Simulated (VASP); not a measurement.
VASP ran on this input.

### INCAR
```
SYSTEM = BeTe
PREC = Accurate
ENCUT = 500
EDIFF = 1E-6
NELM = 100
ALGO = Normal
LREAL = .FALSE.
LASPH = .TRUE.
ISMEAR = 0
SIGMA = 0.05
GGA = PS
LMAXMIX = 4
LWAVE = .FALSE.
LCHARG = .FALSE.
IBRION = 2
ISIF = 3
NSW = 40
EDIFFG = -0.02
PSTRESS = 50
```

### KPOINTS
```
Automatic
0
gamma
  7 7 4
0 0 0
```

**POSCAR**
```
BeTe
1
    3.8595047094     0.0000000000     0.0000000000
   -1.9297523548     3.3424295625    -0.0000000000
   -0.0000000000     0.0000000000     6.3726656906
Be Te
2 2
Direct
  0.3333330000   0.6666670000   0.0007648308
  0.6666670000   0.3333330000   0.5007648308
  0.3333330000   0.6666670000   0.3742351692
  0.6666670000   0.3333330000   0.8742351692
```

POTCAR, in this order: Be Te (PBE.64 set). Program: vasp_std.

Q: Translate this PBEsol calculation to Quantum ESPRESSO's pw.x.

A: One equivalent input (not run):
```
&CONTROL
  calculation = 'vc-relax'
  pseudo_dir = './pseudo'
  outdir = './out'
  tprnfor = .true.
  tstress = .true.
  nstep = 40
  forc_conv_thr = 0.00078
/
&SYSTEM
  ibrav = 0
  nat = 4
  ntyp = 2
  ecutwfc = 88
  occupations = 'smearing'
  smearing = 'gaussian'
  degauss = 0.003675
  input_dft = 'pbesol'
/
&ELECTRONS
  conv_thr = 7.3e-08
  electron_maxstep = 100
/
&IONS
/
&CELL
  press = 50
/
ATOMIC_SPECIES
  Be 9.012 Be.upf
  Te 127.600 Te.upf
CELL_PARAMETERS angstrom
     3.8595047    0.0000000    0.0000000
    -1.9297524    3.3424296   -0.0000000
    -0.0000000    0.0000000    6.3726657
ATOMIC_POSITIONS crystal
  Be   0.3333330  0.6666670  0.0007648
  Be   0.6666670  0.3333330  0.5007648
  Te   0.3333330  0.6666670  0.3742352
  Te   0.6666670  0.3333330  0.8742352
K_POINTS automatic
  7 7 4 0 0 0
```
Limits of the translation: the potentials are each code's own (VASP's PAW set, PseudoDojo norm-conserving files in pw.x), so ENCUT and ecutwfc are chosen apart and not converted; conv_thr bounds pw.x's estimated SCF error, while EDIFF bounds the energy change between steps; forc_conv_thr acts on force components and is met together with etot_conv_thr.

The structure was generated: BeTe was put into the wurtzite type (P6_3mc), which need not be its known phase. It was relaxed first under an external pressure of 5 GPa.
